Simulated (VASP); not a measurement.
Consider the following.

```yaml
crystal:
  lattice:
    - [0.00000, 2.12672, 2.12672]
    - [2.12672, 0.00000, 2.12672]
    - [2.12672, 2.12672, 0.00000]
  atoms:
    - { symbol: Ru, position: [0.00000, 0.00000, 0.00000] }
    - { symbol: N, position: [0.50000, 0.50000, 0.50000] }
```

The numbers are results of PBEsol GGA, VASP's PBE PAW potentials (set 64) (plane waves; VASP), not measurements. Numerical set-up: 520 eV cut-off, Gaussian smearing of 0.050 eV, potentials Ru_pv N.

Question: Estimate the band gap (along the path) with the smallest direct gap where there is one.

Answer: 
The band gap (along the path) comes out as none (metal, semimetal or under 0.01 eV).

The structure was generated: RuN was put into the rock salt type (Fm-3m), which need not be its known phase. It was relaxed first, which changed the volume by -25 %. The electron count is odd and the run is not spin-polarised, which forces a metal.
